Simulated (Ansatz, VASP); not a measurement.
# TiAu in two plane-wave programs

Aim: how closely do two programs agree when they are given the same cell, functional and k mesh? The cell is taken from a series of VASP runs on this material, whose earlier steps may have relaxed, scaled or displaced it; both programs get it as it stands.

Program: Ansatz 0.2.0. Level of theory: plane waves, with VASP 6.6.1 beside it; band structure at r2SCAN and single point at r2SCAN. Results are calculated unless marked as measured.

## 1. The starting structure

Symmetry: Pmma, No. 51, orthorhombic system. The conventional cell has a = 4.641 Å, b = 2.954 Å, c = 4.875 Å, α = 90.00°, β = 90.00°, γ = 90.00°. Ti has 8 Au at 2.81 to 2.89 Å and 4 Ti at 2.95 to 3.01 Å nearest. Nearest to Au lie 8 Ti at 2.81 to 2.89 Å and 4 Au at 2.95 Å. Farther neighbours are not listed.

## 2. VASP: band structure, r2SCAN

A single point gives forces, pressure and levels at one fixed geometry, so differences don't come from the geometry; what else differs is listed under the comparison.

Lines of VASP's logs that name or quote its potential files are left out, and so is its time.

Contents of INCAR:

```
SYSTEM = TiAu
PREC = Accurate
ENCUT = 400
EDIFF = 1E-06
NELM = 100
ISMEAR = 1
SIGMA = 0.2
LREAL = .FALSE.
ALGO = Normal
METAGGA = R2SCAN
LASPH = .TRUE.
NBANDS = 37
LORBIT = 11
LWAVE = .FALSE.
LCHARG = .FALSE.
KPAR = 4
```

Contents of POSCAR:

```
TiAu
1.0
    4.6406661554      0.0000000000      0.0000000000
    0.0000000000      2.9541600754      0.0000000000
    0.0000000000      0.0000000000      4.8753204161
Ti Au
2 2
Direct
    0.2500000000      0.0000000000      0.8041505831
    0.7500000000      0.0000000000      0.1958494169
    0.2500000000      0.5000000000      0.3131311300
    0.7500000000      0.5000000000      0.6868688700
```

Contents of KPOINTS:

```
Automatic mesh
0
Gamma
4 7 4
0 0 0
```

Contents of KPOINTS_OPT:

```
Line mode
16
Line-mode
Reciprocal
  0.00000000   0.00000000   0.00000000 GAMMA
  0.00000000  -0.50000000   0.00000000 X

  0.00000000  -0.50000000   0.00000000 X
 -0.50000000  -0.50000000   0.00000000 S

 -0.50000000  -0.50000000   0.00000000 S
 -0.50000000   0.00000000   0.00000000 Y

 -0.50000000   0.00000000   0.00000000 Y
  0.00000000   0.00000000   0.00000000 GAMMA

  0.00000000   0.00000000   0.00000000 GAMMA
  0.00000000   0.00000000  -0.50000000 Z

  0.00000000   0.00000000  -0.50000000 Z
  0.00000000  -0.50000000  -0.50000000 U

  0.00000000  -0.50000000  -0.50000000 U
 -0.50000000  -0.50000000  -0.50000000 R

 -0.50000000  -0.50000000  -0.50000000 R
 -0.50000000   0.00000000  -0.50000000 T

 -0.50000000   0.00000000  -0.50000000 T
  0.00000000   0.00000000  -0.50000000 Z

 -0.50000000   0.00000000   0.00000000 Y
 -0.50000000   0.00000000  -0.50000000 T

  0.00000000  -0.50000000  -0.50000000 U
  0.00000000  -0.50000000   0.00000000 X

 -0.50000000  -0.50000000   0.00000000 S
 -0.50000000  -0.50000000  -0.50000000 R
```

The projector-augmented-wave data sets are Ti_sv and Au (PBE family, release 64).

On the command line:

```bash
> mpirun -np 4 vasp_std
```

Numbers of over 12 decimals in the logs are rounded to 6 here.

The program printed:

```text
[banner, memory and clock lines left out]
running    4 mpi-ranks, on    1 nodes
 distrk:  each k-point on    1 cores,    4 groups
 distr:  one band on    1 cores,    1 groups

 POSCAR found type information on POSCAR TiAu
 POSCAR found :  2 types and       4 ions
|                                                                             |
|               ----> ADVICE to this user running VASP <----                  |
|                                                                             |
|     You enforced a specific xc type in the INCAR file but a different       |
|     [... a line on the potential file left out ...]
|     I HOPE YOU KNOW WHAT YOU ARE DOING!                                     |
|                                                                             |

 LDA part: xc-table for (None), standard interpolation
 POSCAR, INCAR and KPOINTS ok, starting setup
 FFT: planning ... GRIDC
 FFT: planning ... GRID_SOFT
 FFT: planning ... GRID
 WAVECAR not read
 entering main loop
       N       E                     dE             d eps       ncg     rms          rms(c)
DAV:   1     0.366465011783E+03    0.36647E+03   -0.19378E+04  2672   0.125E+03
DAV:   2    -0.971846944275E+02   -0.46365E+03   -0.43774E+03  2754   0.387E+02
DAV:   3    -0.142719152342E+03   -0.45534E+02   -0.44206E+02  4053   0.111E+02
DAV:   4    -0.146099616891E+03   -0.33805E+01   -0.32986E+01  3646   0.255E+01
DAV:   5    -0.146227541672E+03   -0.12792E+00   -0.12790E+00  3268   0.442E+00    0.185E+01
DAV:   6    -0.128480513213E+03    0.17747E+02   -0.18008E+01  2942   0.367E+01    0.589E+00
DAV:   7    -0.128663788173E+03   -0.18327E+00   -0.59186E-01  3326   0.417E+00    0.341E+00
DAV:   8    -0.128676680909E+03   -0.12893E-01   -0.86706E-02  3015   0.236E+00    0.162E+00
DAV:   9    -0.128673795867E+03    0.28850E-02   -0.18456E-02  3369   0.122E+00    0.272E-01
DAV:  10    -0.128673466532E+03    0.32933E-03   -0.28325E-03  3016   0.459E-01    0.954E-02
DAV:  11    -0.128673447569E+03    0.18963E-04   -0.33102E-04  3581   0.157E-01    0.311E-02
DAV:  12    -0.128673457423E+03   -0.98541E-05   -0.10083E-04  3392   0.604E-02    0.135E-02
DAV:  13    -0.128673457312E+03    0.11084E-06   -0.68170E-06  3176   0.182E-02
   1 F= -.12867346E+03 E0= -.12866869E+03  d E =-.142897E-01
 Start KPOINTS_OPT (optional k-point list driver)
k-point batch [1-36\192]
       N       E                     dE             ncg
DAV:   1     0.578910503560E+04   -0.38742E+05     2672
DAV:   2    -0.106863367588E+05   -0.16475E+05     2694
DAV:   3    -0.123101321541E+05   -0.16238E+04     3838
DAV:   4    -0.124200424839E+05   -0.10991E+03     3629
DAV:   5    -0.124262697344E+05   -0.62273E+01     3333
DAV:   6    -0.124263105962E+05   -0.40862E-01     3460
DAV:   7    -0.124263116440E+05   -0.10478E-02     3312
DAV:   8    -0.124263116693E+05   -0.25302E-04     2842
DAV:   9    -0.124263116706E+05   -0.13199E-05     1894
DAV:  10    -0.124263116708E+05   -0.15771E-06     1785
[...]
k-point batch [181-192\192]
       N       E                     dE             ncg
DAV:   1     0.379979049832E+05   -0.18553E+05      896
DAV:   2     0.325684082263E+05   -0.54295E+04      903
DAV:   3     0.320530718596E+05   -0.51534E+03     1180
DAV:   4     0.320124954416E+05   -0.40576E+02     1247
DAV:   5     0.320106116159E+05   -0.18838E+01     1034
DAV:   6     0.320106051461E+05   -0.64699E-02     1080
DAV:   7     0.320106050072E+05   -0.13881E-03     1033
DAV:   8     0.320106050042E+05   -0.30624E-05      864
DAV:   9     0.320106050041E+05   -0.12702E-06      579
```

From OUTCAR (step 2):

```text
ion  position               nearest neighbor table
   1  0.250  0.000  0.804-   4 2.81   4 2.81   4 2.81   4 2.81   3 2.81   3 2.81   3 2.89   3 2.89

  LATTYP: Found a simple orthorhombic cell.
 ALAT       =     2.9541600754
 B/A-ratio  =     1.5708919073
 C/A-ratio  =     1.6503237102

 Subroutine GETGRP returns: Found  8 space group operations
 (whereof  4 operations were pure point group operations)

The static configuration has the point symmetry C_2h.
 The point group associated with its full space group is D_2h.

 Found     36 irreducible k-points:

   k-points           NKPTS =     36   k-points in BZ     NKDIM =     36   number of bands    NBANDS=     37

   dimension x,y,z NGX =    30 NGY =   20 NGZ =   32
   dimension x,y,z NGXF=    60 NGYF=   40 NGZF=   64

   ENCUT  =  400.0 eV  29.40 Ry    5.42 a.u.   7.57  4.82  7.95*2*pi/ulx,y,z

   NELECT =      46.0000    total number of electrons

 k-points in reciprocal lattice and weights: Automatic mesh
   0.00000000  0.00000000  0.00000000       0.009
   0.25000000  0.00000000  0.00000000       0.018
   0.50000000  0.00000000  0.00000000       0.009
   0.00000000  0.14285714  0.00000000       0.018
   0.25000000  0.14285714  0.00000000       0.036
   0.50000000  0.14285714  0.00000000       0.018
   0.00000000  0.28571429  0.00000000       0.018
   0.25000000  0.28571429  0.00000000       0.036
   0.50000000  0.28571429  0.00000000       0.018
[...]
0.25000000  0.42857143  0.50000000       0.036
   0.50000000  0.42857143  0.50000000       0.018

 average (electrostatic) potential at core
       1 -76.3243       2 -76.3243       3 -70.2013       4 -70.2013

 E-fermi :   9.6346

 k-point     1 :       0.0000    0.0000    0.0000
  band No.  band energies     occupation
    ...
     20       6.5897      2.00000
     21       8.3227      2.00000
     22       9.0078      2.00009
     23       9.4303      2.05446
     24       9.6809      0.62025
     25       9.8357     -0.05134
     26      11.4513     -0.00000
     27      11.8183     -0.00000
     28      11.8267     -0.00000
     29      12.0308     -0.00000
    ...

 k-point     2 :       0.2500    0.0000    0.0000
  band No.  band energies     occupation
    ...
     20       5.8873      2.00000
     21       8.3638      2.00000
     22       9.0461      2.00026
     23       9.4062      2.06857
     24       9.6479      0.88801
     25      10.0585     -0.01066
     26      11.1614     -0.00000
     27      11.5644     -0.00000
     28      11.7381     -0.00000
     29      11.8643     -0.00000
    ...

 k-point     3 :       0.5000    0.0000    0.0000
  band No.  band energies     occupation
    ...
     18       4.9100      2.00000
     19       5.4448      2.00000
     20       5.4448      2.00000
     21       8.9085      2.00000
     22       8.9085      2.00000
     23       9.7604      0.13500
     24       9.7604      0.13500
     25      10.0837     -0.00669
     26      10.0837     -0.00669
     27      11.3711     -0.00000
    ...

  Total        0.0110921     -0.0078179     -0.0165982      0.0000000      0.0000000     -0.0000000
  in kB        0.2658934     -0.1874063     -0.3978824      0.0000000      0.0000000     -0.0000000
  external PRESSURE =      -0.1064651 kB  Pullay stress =       0.0000000 kB

  energy-cutoff  :      400.00
  volume of cell :       66.84
      direct lattice vectors                 reciprocal lattice vectors
     4.640666155  0.000000000  0.000000000     0.215486304  0.000000000  0.000000000
     0.000000000  2.954160075  0.000000000     0.000000000  0.338505692  0.000000000
     0.000000000  0.000000000  4.875320416     0.000000000  0.000000000  0.205114724

 POSITION                                       TOTAL-FORCE (eV/Angst)
 -----------------------------------------------------------------------------------
      1.16017      0.00000      3.92049        -0.000000      0.000000      0.002762
      3.48050      0.00000      0.95483        -0.000000     -0.000000     -0.002762
      1.16017      1.47708      1.52661         0.000000      0.000000     -0.004593
      3.48050      1.47708      3.34871        -0.000000     -0.000000      0.004593
 -----------------------------------------------------------------------------------
    total drift:                                0.000000     -0.000000      0.000000

  FREE ENERGIE OF THE ION-ELECTRON SYSTEM (eV)
  ---------------------------------------------------
  free  energy   TOTEN  =      -128.6734573123 eV

  energy  without entropy=     -128.6591676361  energy(sigma->0) =     -128.66869409

 total charge
# of ion       s       p       d       tot
------------------------------------------
    1        2.182   6.123   1.813  10.118
    2        2.182   6.123   1.813  10.118
    3        0.726   0.540   8.582   9.848
    4        0.726   0.540   8.582   9.848
--------------------------------------------------
tot          5.817  13.325  20.789  39.931

[... 3 further parts left out ...]
```

Spin-orbit coupling is off here; with elements this heavy it splits and shifts levels by tenths of an eV or more.

## 3. Ansatz: band structure, r2SCAN

Ansatz runs on its default PAW (the set named soft_2) files.

The same cell, functional, mesh and smearing now go to Ansatz, which takes its cutoff from its data sets.

Contents of input.yaml:

```yaml
crystal:
  lattice:
    - [4.6406661554, 0.0, 0.0]
    - [0.0, 2.9541600754, 0.0]
    - [0.0, 0.0, 4.8753204161]
  atoms:
    - { symbol: Ti, position: [0.25, 0.0, 0.8041505831] }
    - { symbol: Ti, position: [0.75, 0.0, 0.1958494169] }
    - { symbol: Au, position: [0.25, 0.5, 0.31313113] }
    - { symbol: Au, position: [0.75, 0.5, 0.68686887] }
hamiltonian:
  xc: r2scan
  pseudopotentials: { kind: paw }
kpoints:
  mp_grid: { grid: [4, 7, 4] }
  band_path:
    path:
      - [0.0, 0.0, 0.0]
      - [0.0, -0.2, 0.0]
      - [0.0, -0.43333, 0.0]
      - [-0.1, -0.5, 0.0]
      - [-0.33333, -0.5, 0.0]
      - [-0.5, -0.5, 0.0]
      - [-0.5, -0.26667, 0.0]
      - [-0.5, -0.03333, 0.0]
      - [-0.36667, 0.0, 0.0]
      - [-0.13333, 0.0, 0.0]
      - [0.0, 0.0, -0.03333]
      - [0.0, 0.0, -0.26667]
      - [0.0, 0.0, -0.5]
      - [0.0, -0.16667, -0.5]
      - [0.0, -0.4, -0.5]
      - [-0.06667, -0.5, -0.5]
      - [-0.3, -0.5, -0.5]
      - [-0.5, -0.5, -0.5]
      - [-0.5, -0.3, -0.5]
      - [-0.5, -0.06667, -0.5]
      - [-0.4, 0.0, -0.5]
      - [-0.16667, 0.0, -0.5]
      - [-0.5, 0.0, 0.0]
      - [-0.5, 0.0, -0.23333]
      - [-0.5, 0.0, -0.46667]
      - [0.0, -0.5, -0.36667]
      - [0.0, -0.5, -0.13333]
      - [-0.5, -0.5, -0.03333]
      - [-0.5, -0.5, -0.26667]
      - [-0.5, -0.5, -0.5]
    npoints: 1
scf:
  occupations: { method: methfessel_paxton, width: 0.2 }
  n_extra_bands: 8
output:
  forces: true
  stress: true
  eigenvalues: true
```

On the command line:

```bash
> ansatz run input.yaml --threads 2 --pin off --max-ram 4608MiB --backend cpu --events-out ev --progress --plain --runs-dir out
```

The program printed:

```text
scf.n_extra_bands = 8 over 31 filled bands (N_el = 62.0): the run solves 39 bands
Engine: ansatz 0.2.0, aarch64-unknown-linux-gnu
Pseudopotentials: kind: paw
Pseudopotential: Ti, paw, valence charge 12, recommended cutoff 500 eV (meta_gga), Ti.paw.azcp
Pseudopotential: Au, paw, valence charge 19, recommended cutoff 500 eV (meta_gga), Au.paw.azcp
Functional definition: r2SCAN
  parameter k0 = 0.174
  parameter k1 = 0.065
  parameter a1 = 4.9479
  exchange = r2scan_x(k0 = k0, k1 = k1, a1 = a1)
  correlation = r2scan_c
Crystal: 4 atoms, lattice volume = 66.837 Å³
Basis set: ecut = 500 eV, 1703 PW (Γ), exchange–correlation on 144×96×144 points (64 copies of the dense FFT grid, shifted against one another)
Bands: 39, of which v1, the nominal top of the filled ones, is band 31 counted from 1 (30 counted from 0)
Symmetry: 8 space group operations
Space group: Pmma (ITA 51), of the structure as read, at distance tolerance 4.1e-5 Å
k-points: 36 of 112
Non-local potential: Ti, projectors of the file, l = 0: 3, l = 1: 2, l = 2: 3, l = 3: 1
Non-local potential: Au, projectors of the file, l = 0: 3, l = 1: 2, l = 2: 2, l = 3: 1
PAW form: soft (Blöchl's): semilocal exchange-correlation on the pseudo side does not see the compensation charge
PAW frozen core: Ti, regenerated for the run's functional (the file was generated under x = pbe(κ = 0.804, μ = 0.219515), c = pbe(β = 0.066725))
PAW frozen core: Au, regenerated for the run's functional (the file was generated under x = pbe(κ = 0.804, μ = 0.219515), c = pbe(β = 0.066725))
PAW one-centre angular grid: Ti, 590 points (default); XC on 160 Gauss nodes
PAW one-centre angular grid: Au, 590 points (default); XC on 160 Gauss nodes
Initial density: superposition of atomic densities (neutral atoms: chi_scale 0, normalization atom), corrected by the library's trained network
Initial wavefunctions: pseudopotential atomic-orbital guess
Functional: x = r2scan, c = r2scan; τ floored in thin density (d = 2e-4 eV/Å³)
SCF iter   1: F=—  HF=-31337.344903 eV  |F-HF|=—  |Δ(HF+E_count)|=         —  Δρ=2.31e-2  dr2=5.88e-1  dr2_τ=6.31e-2  ethr=1.77e-3  ⟨swp⟩=4.1  Hψ=4228  notcnv=0
preconditioner: auto → Kerker (q_TF=auto, 2.694 Å⁻¹)  [metal: Δε(μ)=0.050 eV  Ē_g=6.600 eV  σ=0.200 eV  W_gap=0.21  n_scr=20 (ndim 8)  ℏωp=24.9 eV  f_vac=0.000  D(μ)=5.06/eV (n_scr^D=62)]
SCF iter   2: F=—  HF=-31337.320235 eV  |F-HF|=—  |Δ(HF+E_count)|=   2.47e-2  S|Δr|=    0.00e0  Δρ=5.41e-3  dr2=1.84e-2  dr2_τ=1.32e-2  ethr=9.49e-4  ⟨swp⟩=2.1  Hψ=2018  notcnv=0  defer=43
SCF iter   3: F=—  HF=-31337.327573 eV  |F-HF|=—  |Δ(HF+E_count)|=   7.34e-3  S|Δr|=    0.00e0  Δρ=3.44e-3  dr2=8.38e-3  dr2_τ=5.36e-4  ethr=2.97e-5  ⟨swp⟩=1.1  Hψ=1365  notcnv=0  defer=43
SCF iter   4: F=—  HF=-31337.330030 eV  |F-HF|=—  |Δ(HF+E_count)|=   2.46e-3  S|Δr|=    0.00e0  Δρ=6.17e-4  dr2=4.15e-4  dr2_τ=2.47e-5  ethr=1.35e-5  ⟨swp⟩=2.7  Hψ=2420  notcnv=0  defer=43
SCF iter   5: F=—  HF=-31337.330147 eV  |F-HF|=—  |Δ(HF+E_count)|=   1.17e-4  S|Δr|=    0.00e0  Δρ=2.82e-4  dr2=1.08e-4  dr2_τ=3.79e-6  ethr=6.69e-7  ⟨swp⟩=2.2  Hψ=1969  notcnv=0  defer=43
SCF iter   6: F=—  HF=-31337.330144 eV  |F-HF|=—  |Δ(HF+E_count)|=   2.36e-6  S|Δr|=    0.00e0  Δρ=6.31e-5  dr2=3.42e-6  dr2_τ=1.65e-7  ethr=1.74e-7  ⟨swp⟩=2.1  Hψ=1876  notcnv=0  defer=43
SCF iter   7: F=—  HF=-31337.330158 eV  |F-HF|=—  |Δ(HF+E_count)|=   1.39e-5  S|Δr|=    0.00e0  Δρ=3.12e-5  dr2=1.13e-6  dr2_τ=5.60e-8  ethr=5.52e-9  ⟨swp⟩=2.0  Hψ=1921  notcnv=0  defer=43
SCF iter   8: F=-31337.330158 eV  HF=-31337.330158 eV  |F-HF|=6.46e-8  |Δ(HF+E_count)|=   1.67e-8  S|Δr|=    0.00e0  Δρ=8.69e-6  dr2=9.92e-8  dr2_τ=5.90e-9  ethr=1.61e-10  ⟨swp⟩=8.0  Hψ=5814  notcnv=0
SCF 1 converged in 8 iterations: F = -31337.330158 eV  dr2 = 9.92e-8
  greatest PAW one-centre occupation: 1.003 electrons in one spin orbital (limit 2), on the Au atom at site 3 (counted from 0), in its partial waves of l = 0
NSCF: frozen V_eff on 30 k-points
SCF converged after 8 iterations
Stability not checked: this state was not tested for a lower state beside it, because cold or Methfessel-Paxton smearing, or corrected tetrahedra, fill the levels in a way that the test cannot read (fill_not_monotonic; see scf.lower_state_search)
Free energy (F): -31337.330158 eV
Harris-Foulkes:  -31337.330158 eV  (|F-HF|=6.46e-8)
Internal energy: -31337.315854 eV  (E = F + TS)
E sigma→0 (E₀):  -31337.326582 eV
Entropy (-TS):   -0.014304 eV (-3.576 meV/atom)
Fermi energy:    17.888079 eV
--- Per-component energies (eV) ---
  E_band       = -829.725765
  E_kinetic    = 1752.775561
  E_local      = -5263.670244  (includes V_loc(G=0)·N_el)
  E_nonlocal   = 158.335094
  E_hartree    = 2225.046047
  E_xc         = -625.223720
  E_vxc        = -885.372654  (∫ρ·V_xc dr)
  E_paw        = -21570.578044  (= ΣΔE_a)
  E_vpaw       = -1103.336237  (= ΣTr[D̂ρ^β])
  E_aug_tail   = 0.001722  (compensation charges beyond the density's cutoff)
  E_vtau       = 61.459855  (kinetic-family band-sum trace: ∫τ·v_τ [+ j·A + Jᵃ·Aᵃ] dr)
  E_ewald      = -8013.142708
  E_core_change = -0.859562  (= ΣΔE_core)
  E_smearing   = -0.014304  (= −TS)
  E_closure    = -0.000000  (closes the sum)
  Σ components = -31337.330158   (vs F -31337.330158, Δ=0.00e0)
--- Forces (eV/Å), atoms counted from 1 ---
  atom   1  Ti     0.00000000     0.00000000    -0.00164627
  atom   2  Ti     0.00000000    -0.00000000     0.00164627
  atom   3  Au     0.00000000     0.00000000     0.00623814
  atom   4  Au     0.00000000    -0.00000000    -0.00623814
  max |Σ_I F_I| component: 1.73e-18 eV/Å
--- Stress (GPa, compression-positive) ---
       -0.207917       0.000000       0.000000
        0.000000      -0.267135      -0.000000
        0.000000      -0.000000      -0.121057
  P = ⅓ Tr σ = -0.1987 GPa (-1.987 kbar)
--- Band table (eV; the first three rows and the last of 36) ---
  k-point 0: bands = [... 27 lower, 14.8535, 16.5803, 17.2660, 17.6822, 17.9327, 18.0899, 19.7009, 20.0743, ... 4 higher]
  k-point 1: bands = [... 27 lower, 13.9262, 16.5630, 17.2985, 17.5513, 17.7990, 17.9987, 19.4114, 19.7681, ... 4 higher]
  k-point 2: bands = [... 27 lower, 13.6317, 16.5811, 17.3536, 17.4276, 17.6425, 17.8981, 18.6024, 19.4519, ... 4 higher]
  k-point 35: bands = [... 27 lower, 15.7706, 17.4420, 17.4420, 18.3512, 18.3512, 18.7926, 18.7926, 19.8960, ... 4 higher]
```

The job ended after 16 s (2 threads of Arm Neoverse N1, shared host; peak memory 0.52 GiB; 31 s of CPU time).

Reading the cycles: dr2 is the Hartree energy of the density residual (eV), the measure of convergence; HF is the Harris–Foulkes estimate of the energy, which meets the free energy F at convergence.

## 4. Comparison

Known differences besides the potentials themselves: VASP keeps PBE cores, Ansatz makes them for the functional; the data sets hold 62 valence electrons in Ansatz (default PAW (the set named soft_2) files) and 46 in VASP; the cutoff is 500 eV in Ansatz and 400 eV in VASP. Total energies have different zeros and are not compared.

Compared:

```
                                        quantity  Ansatz   VASP  difference
                                  pressure (GPa)   -0.20  -0.01       -0.19
pressure without Ansatz's Pulay correction (GPa)   -0.30  -0.01       -0.29
```

At this near-relaxed geometry the largest component of a force difference is 11 meV/Å. Levels from 3 eV below to 2 eV above the Fermi level differ by 5 meV r.m.s. and 13 meV at most; each VASP level is matched to the nearest of Ansatz, which flatters the figure a little. Ansatz's pressure holds a Pulay correction of 0.10 GPa; VASP's holds none.

## 5. Other set-ups

Further runs change the set-up of one program: Ansatz's method, potentials or start, or VASP's data sets, cutoff or form of LDA. The table gives Ansatz less VASP for each quantity, since a change that brings one quantity closer may part another.

```
                              run  r.m.s. force difference (meV/Å)  pressure (GPa)
                         as above                              4.8           -0.19
Ansatz's all-electron LAPW method                              4.3           -0.20
```

(Continued in part 2 of 2.)

[Lines on the potential files, build, host, timing and source positions are cut from VASP's logs without a mark.]

[Logs are printed without paths, hosts, clocks, repeated set-up lines and the standing remarks that a program may print on its own settings, such as how far it seeks lower states.]

[Hosts, paths, dates, database ids (printed as entryN), source tags and the programs' standing remarks are cut or masked in the printed files.]
